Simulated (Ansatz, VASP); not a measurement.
# VH: VASP beside Ansatz

Aim: how closely do two programs agree when they are given the same cell, functional and k mesh? The cell is taken from a series of runs on this material, whose earlier steps may have relaxed, scaled, displaced or heated it; both programs get it as it stands.

Method: plane waves, with VASP 6.6.1 beside it; zone-centre phonons at LDA, in Ansatz 0.2.0.

## 1. The starting structure

Symmetry: Fm-3m, No. 225, cubic system. Conventional cell: a = 3.829 Å, b = 3.829 Å, c = 3.829 Å, α = 90.00°, β = 90.00°, γ = 90.00°. Nearest to V lie 6 H at 1.91 Å. Nearest to H lie 6 V at 1.91 Å. Farther neighbours are not listed.

## 2. Ansatz: zone-centre phonons, LDA

Ansatz runs on norm-conserving files, of PseudoDojo where its log says so.

Second derivatives magnify differences that forces hide, and they need a tight electronic threshold.

input.yaml reads:

```yaml
crystal:
  lattice:
    - [0.0, 1.9147290156, 1.9147290156]
    - [1.9147290156, 0.0, 1.9147290156]
    - [1.9147290156, 1.9147290156, 0.0]
  atoms:
    - { symbol: V, position: [0.0, 0.0, 0.0] }
    - { symbol: H, position: [0.5, 0.5, 0.5] }
kpoints:
  mp_grid: { grid: [16, 16, 16] }
hamiltonian:
  xc: lda
  pseudopotentials: { kind: nc }
scf:
  occupations: { method: methfessel_paxton, width: 0.15 }
output:
  eigenvalues: true
phonons:
  method: dfpt
  qmesh: [4, 4, 4]
  temperatures: { t_max: 1000, t_step: 50 }
  qpath:
    path:
      - [[0.0, 0.0, 0.0], [0.5, 0.0, 0.5], [0.625, 0.25, 0.625]]
      - [[0.375, 0.375, 0.75], [0.0, 0.0, 0.0], [0.5, 0.5, 0.5], [0.5, 0.25, 0.75], [0.5, 0.0, 0.5]]
    npoints: 10
```

Started as:

```bash
$ ansatz run input.yaml --threads 4 --pin off --max-ram 7168MiB --backend cpu --events-out ev --progress --plain --runs-dir out
```

Output:

```text
Engine: ansatz 0.2.0, aarch64-unknown-linux-gnu
Pseudopotentials: kind: nc
Pseudopotential: V, nc, valence charge 13, recommended cutoff 1142.878222 eV (normal), V.nc.azcp (PseudoDojo's, or run here from an input of PseudoDojo's: the run reads no file of this project's for it)
Pseudopotential: H, nc, valence charge 1, recommended cutoff 1006.821291 eV (normal), H.nc.azcp (PseudoDojo's, or run here from an input of PseudoDojo's: the run reads no file of this project's for it)
Functional definition: SPW92
  exchange = slater_x
  correlation = pw_c
Crystal: 2 atoms, lattice volume = 14.040 Å³
Basis set: ecut = 1142.878222 eV, 1243 PW (Γ), exchange–correlation on 60×60×60 points (8 copies of the dense FFT grid, shifted against one another)
Bands: 11, of which v1, the nominal top of the filled ones, is band 7 counted from 1 (6 counted from 0)
Symmetry: 48 space group operations
k-points: 145 of 4096
Non-local potential: V, projectors of the file, l = 0: 2, l = 1: 2, l = 2: 2
Non-local potential: H, projectors of the file, l = 0: 2, l = 1: 1
Initial density: superposition of atomic densities (chi_scale 0.1, normalization cell, long waves kept (reshape's long-wave potential 0.00 eV rms))
Initial wavefunctions: pseudopotential atomic-orbital guess
Functional: x = slater, c = lda
SCF iter   1: F=—  HF=-2023.721309 eV  |F-HF|=—  |Δ(HF+E_count)|=         —  Δρ=1.18e-1  dr2=1.45e0  ethr=3.10e-3  ⟨swp⟩=5.8  Hψ=9821  notcnv=0
preconditioner: auto → none  [metal: Δε(μ)=0.034 eV  Ē_g=7.790 eV  σ=0.150 eV  W_gap=0.19  n_scr=0 (ndim 8)  ℏωp=24.3 eV  f_vac=0.000  D(μ)=1.05/eV (n_scr^D=14)]
SCF iter   2: F=—  HF=-2023.324084 eV  |F-HF|=—  |Δ(HF+E_count)|=   3.97e-1  S|Δr|=    0.00e0  Δρ=5.62e-2  dr2=2.06e-1  ethr=3.10e-3  ⟨swp⟩=3.5  Hψ=5108  notcnv=0  defer=4
SCF iter   3: F=—  HF=-2023.262582 eV  |F-HF|=—  |Δ(HF+E_count)|=   6.15e-2  S|Δr|=    0.00e0  Δρ=2.11e-2  dr2=1.07e-2  ethr=1.47e-3  ⟨swp⟩=3.1  Hψ=3755  notcnv=0  defer=7
SCF iter   4: F=—  HF=-2023.260358 eV  |F-HF|=—  |Δ(HF+E_count)|=   2.22e-3  S|Δr|=    0.00e0  Δρ=2.42e-3  dr2=1.70e-4  ethr=7.62e-5  ⟨swp⟩=2.2  Hψ=2287  notcnv=0  defer=7
SCF iter   5: F=—  HF=-2023.260322 eV  |F-HF|=—  |Δ(HF+E_count)|=   3.57e-5  S|Δr|=    0.00e0  Δρ=2.87e-4  dr2=9.19e-6  ethr=1.22e-6  ⟨swp⟩=3.0  Hψ=2869  notcnv=0  defer=7
SCF iter   6: F=—  HF=-2023.260318 eV  |F-HF|=—  |Δ(HF+E_count)|=   4.05e-6  S|Δr|=    0.00e0  Δρ=3.60e-5  dr2=8.31e-8  ethr=6.57e-8  ⟨swp⟩=3.2  Hψ=2792  notcnv=0  defer=7
SCF iter   7: F=—  HF=-2023.260319 eV  |F-HF|=—  |Δ(HF+E_count)|=   7.50e-7  S|Δr|=    0.00e0  Δρ=2.92e-6  dr2=8.92e-10  ethr=5.93e-10  ⟨swp⟩=2.8  Hψ=2787  notcnv=0  defer=7
SCF iter   8: F=—  HF=-2023.260319 eV  |F-HF|=—  |Δ(HF+E_count)|=  5.52e-10  S|Δr|=    0.00e0  Δρ=5.72e-7  dr2=2.51e-11  ethr=6.37e-12  ⟨swp⟩=2.8  Hψ=2503  notcnv=0  defer=7
SCF iter   9: F=-2023.260319 eV  HF=-2023.260319 eV  |F-HF|=2.27e-13  |Δ(HF+E_count)|=  6.59e-12  S|Δr|=    0.00e0  Δρ=4.02e-8  dr2=1.37e-13  ethr=1.00e-12  ⟨swp⟩=9.3  Hψ=9347  notcnv=0
SCF 1 converged in 9 iterations: F = -2023.260319 eV  dr2 = 1.37e-13
Initial density: read from a saved state, or passed on in memory by an earlier SCF of this step, an earlier step, the calling program or the single point that the run made first
iter 1 solved again at ethr=7.91e-9 eV; its pass at ethr=3.10e-3 eV (dr2=1.11e-6 eV) is discarded
SCF iter   1: F=—  HF=-2023.260319 eV  |F-HF|=—  |Δ(HF+E_count)|=         —  Δρ=3.69e-7  dr2=1.15e-11  ethr=7.91e-9  ⟨swp⟩=6.1  Hψ=16901  notcnv=0
eigensolver tolerance schedule: the retry pair's looser diagonalisation over-reported the residual by 96361.99 of it (diagonalisation noise at 0.33 of the residual, at the tolerance the schedule requests for it); recorded, not acted on — ethr = c·dr2/N_el stays at c = 1.0e-1
preconditioner: auto → none  [metal: Δε(μ)=0.011 eV  Ē_g=7.232 eV  σ=0.150 eV  W_gap=0.06  n_scr=0 (ndim 8)  ℏωp=24.3 eV  f_vac=0.000  D(μ)=1.77/eV (n_scr^D=26)]
SCF iter   2: F=—  HF=-2023.260319 eV  |F-HF|=—  |Δ(HF+E_count)|=   2.62e-7  S|Δr|=    0.00e0  Δρ=4.23e-7  dr2=1.78e-11  ethr=1.00e-12  ⟨swp⟩=4.5  Hψ=4005  notcnv=0
SCF iter   3: F=-2023.260319 eV  HF=-2023.260319 eV  |F-HF|=2.27e-12  |Δ(HF+E_count)|=  5.46e-12  S|Δr|=    0.00e0  Δρ=1.80e-7  dr2=2.88e-12  ethr=1.00e-12  ⟨swp⟩=3.4  Hψ=6018  notcnv=0
SCF 2 converged in 3 iterations: F = -2023.260319 eV  dr2 = 2.88e-12
phonons: the bands overlap, so this run is a metal and interpolates without the dipole-dipole term. If the crystal is really an insulator or semiconductor, its LO-TO splitting is missing
NSCF: frozen V_eff on 145 k-points
NSCF: frozen V_eff on 349 k-points
DFPT response loops at q = (0, 0, 0) (fractional): preconditioner auto → Kerker (q_TF=auto, 2.727 Å⁻¹) (partly filled bands, converged f_vac=0.000); β = 1.00, the filter's whole step (`scf.mixing.beta` (0.50) is not read by the response loops under this deck's `scf.mixing.preconditioner`; to damp them name `kerker` or `kerker_dos`, under which they read `scf.mixing.beta`, and type it under 1.00, their step now; both keys bind the ground state too); Broyden in place of MSR1
NSCF: frozen V_eff on 4352 k-points
DFPT response loops at q = (0, 0, 0.25) (fractional): mixed as the last ones told, above
NSCF: frozen V_eff on 2196 k-points
DFPT response loops at q = (0, 0, -0.5) (fractional): mixed as the last ones told, above
NSCF: frozen V_eff on 2320 k-points
DFPT response loops at q = (0, 0.25, 0.25) (fractional): mixed as the last ones told, above
NSCF: frozen V_eff on 8192 k-points
DFPT response loops at q = (0, 0.25, -0.5) (fractional): mixed as the last ones told, above
phonons.qmesh, q = [0.0000, 0.2500, -0.5000]: its response loops start from zero, take more passes and end by a threshold: the memory limit or budget leaves too little room for the subspace of the ground state's own states beside the solves, or none could be made (phonons.method)
NSCF: frozen V_eff on 4352 k-points
DFPT response loops at q = (0, 0.25, -0.25) (fractional): mixed as the last ones told, above
NSCF: frozen V_eff on 1242 k-points
DFPT response loops at q = (0, -0.5, -0.5) (fractional): mixed as the last ones told, above
NSCF: frozen V_eff on 2320 k-points
DFPT response loops at q = (0.25, -0.5, -0.25) (fractional): mixed as the last ones told, above
SCF converged after 9 iterations
Stability not checked: this state was not tested for a lower state beside it, because cold or Methfessel-Paxton smearing, or corrected tetrahedra, fill the levels in a way that the test cannot read (fill_not_monotonic; see scf.lower_state_search)
Free energy (F): -2023.260319 eV
Harris-Foulkes:  -2023.260319 eV  (|F-HF|=2.27e-13)
Internal energy: -2023.258945 eV  (E = F + TS)
E sigma→0 (E₀):  -2023.259975 eV
Entropy (-TS):   -0.001374 eV (-0.687 meV/atom)
Fermi energy:    17.413427 eV
--- Per-component energies (eV) ---
  E_band       = -128.588133
  E_kinetic    = 848.531052
  E_local      = -1423.523928  (includes V_loc(G=0)·N_el)
  E_nonlocal   = 6.122247
  E_hartree    = 384.518918
  E_xc         = -320.226015
  E_vxc        = -328.755353  (∫ρ·V_xc dr)
  E_ewald      = -1518.681219
  E_smearing   = -0.001374  (= −TS)
  E_closure    = -0.000000  (closes the sum)
  Σ components = -2023.260319   (vs F -2023.260319, Δ=0.00e0)
--- Band table (eV; the first three rows and the last of 145) ---
  k-point 0: bands = [... 3 lower, -19.7428, 6.5797, 17.3113, 17.3113, 17.3113, 18.9397, 18.9397, 31.1164]
  k-point 1: bands = [... 3 lower, -19.7469, 6.7133, 17.2209, 17.3625, 17.3625, 18.8957, 18.8957, 30.4219]
  k-point 2: bands = [... 3 lower, -19.7585, 7.1044, 16.9611, 17.4806, 17.4806, 18.8088, 18.8088, 29.0284]
  k-point 144: bands = [... 3 lower, -20.0683, 10.3496, 15.9116, 15.9116, 18.3068, 20.7211, 24.0152, 25.6297]
--- Phonons (Γ-DFPT): 2 representative perturbations + reference (Σ response iterations 5) ---
  ASR residual: 8.390e-5 → 0.000e0 eV/Å²; symmetrization residual: 1.711e-7 eV/Å²
  ASR residual per site (eV/Å²): 8.39e-5 9.70e-6
  Γ frequencies (cm⁻¹): 0.00 0.00 0.00 1122.09 1122.09 1122.09
--- Phonons (arbitrary-q DFPT): 8 irreducible q on the 4×4×4 mesh ---
  q = [0.0000, 0.0000, 0.0000] (star 1, of the zone-centre solve; hermiticity 7.48e-8, symmetrization 2.52e-15): -0.00 0.00 0.00 1122.09 1122.09 1122.09
  q = [0.0000, 0.0000, 0.2500] (star 8, 2 solved perturbations on 2176 of 4096 k-point pairs; hermiticity 1.36e-8, symmetrization 5.57e-14, the responses' own estimated error 1.2e-5 eV/Å²): 78.61 78.61 244.14 1099.91 1099.91 1106.94
  q = [0.0000, 0.0000, -0.5000] (star 4, 2 solved perturbations on 1098 of 4096 k-point pairs; hermiticity 3.77e-15, symmetrization 2.03e-13, the responses' own estimated error 1.3e-5 eV/Å²): 111.34 111.34 396.82 1088.67 1088.67 1103.22
  q = [0.0000, 0.2500, 0.2500] (star 6, 4 solved perturbations in 3616 linear systems a pass and spin channel, the states on 1160 of 4096 k-point pairs; hermiticity 9.57e-9, symmetrization 3.15e-13, the responses' own estimated error 9.2e-6 eV/Å²): 86.16 86.16 217.45 1101.07 1101.07 1148.10
  q = [0.0000, 0.2500, -0.5000] (star 24, 4 solved perturbations in 12544 linear systems a pass and spin channel, the states on 4096 of 4096 k-point pairs; hermiticity 3.83e-7, symmetrization 2.63e-14): 167.84 172.27 312.01 1119.54 1123.33 1137.75
  q = [0.0000, 0.2500, -0.2500] (star 12, 4 solved perturbations in 6672 linear systems a pass and spin channel, the states on 2176 of 4096 k-point pairs; hermiticity 1.21e-8, symmetrization 7.18e-14, the responses' own estimated error 1.1e-5 eV/Å²): 128.00 192.48 320.61 1100.24 1118.91 1122.89
  q = [0.0000, -0.5000, -0.5000] (star 3, 4 solved perturbations in 1940 linear systems a pass and spin channel, the states on 621 of 4096 k-point pairs; hermiticity 7.72e-9, symmetrization 8.65e-14, the responses' own estimated error 1.1e-5 eV/Å²): 194.00 194.00 323.24 1139.58 1139.58 1183.06
  q = [0.2500, -0.5000, -0.2500] (star 6, 4 solved perturbations in 3498 linear systems a pass and spin channel, the states on 1160 of 4096 k-point pairs; hermiticity 1.44e-8, symmetrization 5.99e-14, the responses' own estimated error 1.3e-5 eV/Å²): 225.67 244.88 244.88 1137.09 1137.09 1145.60
  sum rule: each row above includes the acoustic sum rule's correction from the zone centre's row sums; it moved no ω² by more than (1.62 cm⁻¹)²
  mesh force constants: q→R imaginary residual 2.48e-18; ASR residual 8.390e-5 → 0.000e0 eV/Å²; symmetrization residual 7.105e-15 eV/Å²
  interpolated dispersion: 62 rows × 6 modes
  density of states and harmonic sums: on the 28×28×28 q-mesh, interpolated from the force constants of a 4×4×4 supercell (no non-analytic term)
  largest difference from the sums on the solved wave vectors: F 1.54e-2 eV, S 1.94e-5 and C_V 4.39e-6 eV/K
  zero-point energy: 0.245069 eV/cell   skipped modes (ω ≤ 0): 3   left out of the sums: 2.28e-5 of the cell's modes: C_V's classical limit lies that fraction below 3 k_B per atom; for a crystal, a wire or a layer, F and S can be off by more, and a phonons.interpolated_qmesh denser along its periods is the remedy for the sampling
```

The column dr2 measures how far the density is from self-consistency, as an energy; F and HF (Harris–Foulkes) agree once it is small.

(Part 1 of 2 ends here.)

[Lines on the potential files, build, host, timing and source positions are cut from VASP's logs without a mark.]

[Logs are printed without paths, hosts, clocks, repeated set-up lines and the standing remarks that a program may print on its own settings, such as how far it seeks lower states.]

[Hosts, paths, dates, database ids (printed as entryN), source tags and the programs' standing remarks are cut or masked in the printed files.]
